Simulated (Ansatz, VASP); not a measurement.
This is a calculation of Sr2SO for VASP 6.6.1.

Contents of POSCAR:

```
Sr2SO
1.0
    4.0432370000      0.0000000000      0.0000000000
    0.0000000000      4.0432370000      0.0000000000
    0.0000000000      0.0000000000      5.7180000000
Sr S O
2 1 1
Direct
    0.5000000000      0.5000000000      0.5000000000
    0.0000000000      0.0000000000      0.0000000000
    0.0000000000      0.0000000000      0.5000000000
    0.5000000000      0.5000000000      0.0000000000
```

File INCAR.step1:

```
SYSTEM = Sr2SO
PREC     = Accurate       ! precision mode
ENCUT    = 520            ! plane-wave cutoff, eV
EDIFF    = 1E-5           ! SCF threshold, eV
ISMEAR   = -1             ! smearing method
SIGMA    = 0.05           ! smearing width, eV
LREAL    = .FALSE.        ! projectors in reciprocal space
LASPH    = .TRUE.         ! aspherical terms in the spheres
NELM     = 80             ! most SCF steps
ALGO     = Normal         ! electronic algorithm
ISIF     = 2              ! what is computed and relaxed
LWAVE    = .TRUE.         ! write WAVECAR
LCHARG   = .FALSE.        ! write CHGCAR
NBANDS   = 24             ! bands
GGA      = PE             ! functional
```

File INCAR.step2:

```
SYSTEM = Sr2SO
PREC     = Accurate       ! precision mode
ENCUT    = 520            ! plane-wave cutoff, eV
EDIFF    = 1E-7           ! SCF threshold, eV
ISMEAR   = -1             ! smearing method
SIGMA    = 0.05           ! smearing width, eV
LREAL    = .FALSE.        ! projectors in reciprocal space
LASPH    = .TRUE.         ! aspherical terms in the spheres
NELM     = 80             ! most SCF steps
ALGO     = Normal         ! electronic algorithm
ISIF     = 2              ! what is computed and relaxed
LWAVE    = .FALSE.        ! write WAVECAR
LCHARG   = .FALSE.        ! write CHGCAR
GGA      = PE             ! functional
LHFCALC  = .TRUE.         ! exact exchange
HFSCREEN = 0.2            ! screening, 1/A
AEXX     = 0.15           ! exact-exchange fraction
PRECFOCK = Fast         
NBANDS   = 24             ! bands
ISTART   = 1
```

The input KPOINTS:

```
regular mesh
0
G
  4 4 3
  0 0 0
```

Potentials or basis: VASP PAW PBE potentials, release 64 (Sr_sv, S, O).

Command:

```sh
$ cat potpaw_PBE.64/Sr_sv/POTCAR potpaw_PBE.64/S/POTCAR potpaw_PBE.64/O/POTCAR > POTCAR
$ cp INCAR.step1 INCAR
$ mpirun -np 1 vasp_std > vasp.out
$ cp INCAR.step2 INCAR
$ mpirun -np 1 vasp_std > vasp.out
```

**Question.** Translate it to Ansatz 0.2.0. Potentials there: Ansatz PAW.

**Answer.** As run (the cutoff follows the program's own potentials):

input.yaml

```yaml
crystal:
  lattice:
    - [4.043237, 0.0, 0.0]
    - [0.0, 4.043237, 0.0]
    - [0.0, 0.0, 5.718]
  atoms:
    - { symbol: Sr, position: [0.5, 0.5, 0.5] }
    - { symbol: Sr, position: [0.0, 0.0, 0.0] }
    - { symbol: S, position: [0.0, 0.0, 0.5] }
    - { symbol: O, position: [0.5, 0.5, 0.0] }
hamiltonian:
  xc: { exchange: pbe, correlation: pbe, exx: { coeff: 0.15, omega: 0.2 } }
  pseudopotentials: { kind: paw }
kpoints:
  mp_grid: { grid: [4, 4, 3] }
scf:
  occupations: { method: fermi_dirac, width: 0.05 }
output:
  forces: true
  stress: true
  eigenvalues: true
```

Potentials or basis: Ansatz PAW.

The run is started by

```console
$ ansatz run input.yaml --threads 2 --pin off --max-ram 5632MiB --backend cpu --events-out ev --progress --plain --runs-dir out
```

Both were run:

|  | VASP | Ansatz | Ansatz less VASP |
| --- | --- | --- | --- |
| gap on the k mesh at the Fermi level (eV) | 2.91 | 2.94 | +0.025 |
| least direct gap on the mesh (eV) | 2.91 | 2.94 | +0.025 |
| pressure (GPa) | -0.6 | -0.8 | -0.20 |
| largest component of the traceless stress (GPa) | 0.09 | 0.09 | -0.001 |

With one functional, cell and mesh, what is left measures potentials, basis and numerics.

Caveats: the PAW data sets were made with another functional, which shifts forces and pressure a little (VASP); an odd mesh through Γ misses points on the zone boundary, where band edges often lie (VASP); odd divisions of the mesh miss points on the zone boundary, where band edges often lie, so the gap on the mesh can be too wide (Ansatz); the PAW data sets come from PBE, with cores solved anew for the run's functional, which leaves a small shift of forces and pressure (Ansatz); the thresholds are loose for stress (Ansatz).
